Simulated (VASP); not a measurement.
Output of a VASP run:

OSZICAR:
```
...
RMM:   2    -0.260000990169E+03   -0.23117E-02   -0.30917E-02   320   0.312E-01    0.765E-02
RMM:   3    -0.260001362279E+03   -0.37211E-03   -0.46684E-03   329   0.125E-01    0.481E-02
RMM:   4    -0.260001379101E+03   -0.16822E-04   -0.75905E-04   323   0.503E-02    0.202E-02
RMM:   5    -0.260001396811E+03   -0.17710E-04   -0.18221E-04   332   0.235E-02    0.940E-03
RMM:   6    -0.260001399422E+03   -0.26105E-05   -0.30726E-05   221   0.102E-02
   5 F= -.26000140E+03 E0= -.25996317E+03  d E =-.172005E-01
       N       E                     dE             d eps       ncg     rms          rms(c)
DAV:   1    -0.260003612181E+03   -0.22154E-02   -0.24696E-01   368   0.906E-01    0.171E-01
RMM:   2    -0.260004820732E+03   -0.12086E-02   -0.16092E-02   320   0.225E-01    0.550E-02
RMM:   3    -0.260005019510E+03   -0.19878E-03   -0.24512E-03   329   0.906E-02    0.347E-02
RMM:   4    -0.260005029309E+03   -0.97995E-05   -0.39470E-04   323   0.364E-02    0.146E-02
RMM:   5    -0.260005038857E+03   -0.95482E-05   -0.96306E-05   289   0.171E-02
   6 F= -.26000504E+03 E0= -.25996672E+03  d E =-.208400E-01
       N       E                     dE             d eps       ncg     rms          rms(c)
DAV:   1    -0.260010395085E+03   -0.53658E-02   -0.14418E-01   336   0.700E-01    0.127E-01
RMM:   2    -0.260011033850E+03   -0.63877E-03   -0.80697E-03   320   0.166E-01    0.445E-02
RMM:   3    -0.260011155891E+03   -0.12204E-03   -0.12718E-03   335   0.673E-02    0.275E-02
RMM:   4    -0.260011157575E+03   -0.16844E-05   -0.17962E-04   322   0.261E-02    0.101E-02
RMM:   5    -0.260011162495E+03   -0.49199E-05   -0.42389E-05   241   0.122E-02
   7 F= -.26001116E+03 E0= -.25997273E+03  d E =-.612364E-02
       N       E                     dE             d eps       ncg     rms          rms(c)
DAV:   1    -0.260013357199E+03   -0.21996E-02   -0.19238E-01   328   0.809E-01    0.148E-01
RMM:   2    -0.260014229460E+03   -0.87226E-03   -0.10940E-02   320   0.193E-01    0.518E-02
RMM:   3    -0.260014395048E+03   -0.16559E-03   -0.17223E-03   335   0.783E-02    0.324E-02
RMM:   4    -0.260014397425E+03   -0.23771E-05   -0.24630E-04   322   0.304E-02    0.118E-02
RMM:   5    -0.260014404220E+03   -0.67945E-05   -0.58669E-05   257   0.143E-02
   8 F= -.26001440E+03 E0= -.25997589E+03  d E =-.936536E-02
       N       E                     dE             d eps       ncg     rms          rms(c)
DAV:   1    -0.260014496141E+03   -0.98715E-04   -0.13133E-02   368   0.212E-01    0.393E-02
RMM:   2    -0.260014561966E+03   -0.65825E-04   -0.79499E-04   320   0.521E-02    0.142E-02
RMM:   3    -0.260014574183E+03   -0.12217E-04   -0.12364E-04   297   0.213E-02    0.903E-03
RMM:   4    -0.260014574759E+03   -0.57598E-06   -0.18445E-05   205   0.830E-03
   9 F= -.26001457E+03 E0= -.25997605E+03  d E =-.953590E-02
       N       E                     dE             d eps       ncg     rms          rms(c)
DAV:   1    -0.260016531249E+03   -0.19571E-02   -0.10552E-01   336   0.605E-01    0.112E-01
RMM:   2    -0.260017001873E+03   -0.47062E-03   -0.58342E-03   320   0.141E-01    0.371E-02
RMM:   3    -0.260017082706E+03   -0.80833E-04   -0.91591E-04   333   0.571E-02    0.228E-02
RMM:   4    -0.260017087655E+03   -0.49486E-05   -0.14037E-04   316   0.228E-02    0.933E-03
RMM:   5    -0.260017090564E+03   -0.29099E-05   -0.29711E-05   224   0.105E-02
  10 F= -.26001709E+03 E0= -.25997853E+03  d E =-.251581E-02
```

**OUTCAR**
```
------------------------ aborting loop because EDIFF is reached ----------------------------------------
  FORCE on cell =-STRESS in cart. coord.  units (eV):
  Direction    XX          YY          ZZ          XY          YZ          ZX
  --------------------------------------------------------------------------------------
  Total       -3.7972207     -3.8001845     -3.8099031     -0.0894439      0.0776758      0.0148548
  in kB       -3.9771230     -3.9802272     -3.9904062     -0.0936816      0.0813559      0.0155585
  external PRESSURE =      -3.9825854 kB  Pullay stress =       0.0000000 kB
  volume of cell :     1529.70
      direct lattice vectors                 reciprocal lattice vectors
    11.522210422  0.000000000  0.000000000     0.086788903  0.000000000  0.000000000
     0.000000000 11.522210422  0.000000000     0.000000000  0.086788903  0.000000000
     0.000000000  0.000000000 11.522210422     0.000000000  0.000000000  0.086788903
  FREE ENERGIE OF THE ION-ELECTRON SYSTEM (eV)
  ---------------------------------------------------
  free  energy   TOTEN  =      -260.0170905645 eV

  energy  without entropy=     -259.9399753504  energy(sigma->0) =     -259.97853296

 reached required accuracy - stopping structural energy minimisation
```
(Selected blocks of OUTCAR.)

POSCAR:
```
Ga31MgAs32
1
   11.5222104216     0.0000000000     0.0000000000
    0.0000000000    11.5222104216    -0.0000000000
   -0.0000000000    -0.0000000000    11.5222104216
Ga As Mg
31 32 1
Direct
  0.5000000000   0.0000000000   0.0000000000
  0.7500000000   0.2500000000   0.0000000000
  0.7500000000   0.0000000000   0.2500000000
  0.0000000000   0.0000000000   0.0000000000
  0.2500000000   0.2500000000   0.0000000000
  0.5000000000   0.5000000000   0.0000000000
  0.7500000000   0.7500000000   0.0000000000
  0.2500000000   0.0000000000   0.2500000000
  0.5000000000   0.2500000000   0.2500000000
  0.7500000000   0.5000000000   0.2500000000
  0.5000000000   0.0000000000   0.5000000000
  0.7500000000   0.2500000000   0.5000000000
  0.7500000000   0.0000000000   0.7500000000
  0.0000000000   0.5000000000   0.0000000000
  0.2500000000   0.7500000000   0.0000000000
  0.0000000000   0.2500000000   0.2500000000
  0.2500000000   0.5000000000   0.2500000000
  0.5000000000   0.7500000000   0.2500000000
  0.0000000000   0.0000000000   0.5000000000
  0.2500000000   0.2500000000   0.5000000000
  0.7500000000   0.7500000000   0.5000000000
  0.2500000000   0.0000000000   0.7500000000
  0.5000000000   0.2500000000   0.7500000000
  0.7500000000   0.5000000000   0.7500000000
  0.0000000000   0.7500000000   0.2500000000
  0.0000000000   0.5000000000   0.5000000000
  0.2500000000   0.7500000000   0.5000000000
  0.0000000000   0.2500000000   0.7500000000
  0.2500000000   0.5000000000   0.7500000000
  0.5000000000   0.7500000000   0.7500000000
  0.0000000000   0.7500000000   0.7500000000
  0.6250000000   0.1250000000   0.1250000000
  0.8750000000   0.3750000000   0.1250000000
  0.8750000000   0.1250000000   0.3750000000
  0.1250000000   0.1250000000   0.1250000000
  0.3750000000   0.3750000000   0.1250000000
  0.6250000000   0.6250000000   0.1250000000
  0.8750000000   0.8750000000   0.1250000000
  0.3750000000   0.1250000000   0.3750000000
  0.6254130000   0.3791350000   0.3785160000
  0.8750000000   0.6250000000   0.3750000000
  0.6250000000   0.1250000000   0.6250000000
  0.8750000000   0.3750000000   0.6250000000
  0.8750000000   0.1250000000   0.8750000000
  0.1250000000   0.6250000000   0.1250000000
  0.3750000000   0.8750000000   0.1250000000
  0.1250000000   0.3750000000   0.3750000000
  0.3759360000   0.6266890000   0.3753570000
  0.6250000000   0.8750000000   0.3750000000
  0.1250000000   0.1250000000   0.6250000000
  0.3760740000   0.3791450000   0.6264650000
  0.6228940000   0.6213760000   0.6265390000
  0.8750000000   0.8750000000   0.6250000000
  0.3750000000   0.1250000000   0.8750000000
  0.6250000000   0.3750000000   0.8750000000
  0.8750000000   0.6250000000   0.8750000000
  0.1250000000   0.8750000000   0.3750000000
  0.1250000000   0.6250000000   0.6250000000
  0.3750000000   0.8750000000   0.6250000000
  0.1250000000   0.3750000000   0.8750000000
  0.3750000000   0.6250000000   0.8750000000
  0.6250000000   0.8750000000   0.8750000000
  0.1250000000   0.8750000000   0.8750000000
  0.4995300000   0.4975620000   0.5034130000
```

**Question.** Reconstruct the remaining input files.

**Answer.** Several could match; the one computed here: the input of the run itself, PBE GGA, plane waves, VASP's PBE PAW potentials (set 64).

**INCAR**
```
# general
SYSTEM   =  Ga31MgAs32
PREC     =  Normal
ENCUT    =  400
LREAL    =  Auto   # projection in real space or not
LASPH    =  .True.
ISYM     =  0
NELECT   =  254.0

# electronic loop
EDIFF    =  1E-5   # SCF stop (eV)
NELM     =  100
NELMIN   =  4
ALGO     =  Fast
LMAXMIX  =  4   # l cut-off of mixed one-centre charges

# smearing
ISMEAR   =  0   # Gaussian
SIGMA    =  0.05   # width (eV)

# functional
GGA      =  PE   # PBE

# ions
IBRION   =  2   # conjugate gradients
NSW      =  60   # most ionic steps
ISIF     =  2
EDIFFG   =  -0.03   # ionic stop

# output
LWAVE    =  .True.
LCHARG   =  .False.
```

KPOINTS:
```
kpoints
0
G
  1 1 1
```

POTCAR, in this order: Ga As Mg (PBE.64 set). Program: vasp_gam.

The cell is charged, with a uniform compensating background. The supercell is sampled at Γ alone, which is coarse: total energies, pressure and levels can be off, energies of defects by several tenths of an eV.

The cell is a supercell with a defect, built from GaAs (zinc blende): Mg_Ga, charge +1. The run is not spin-polarised, so no state with unpaired spins was tried.
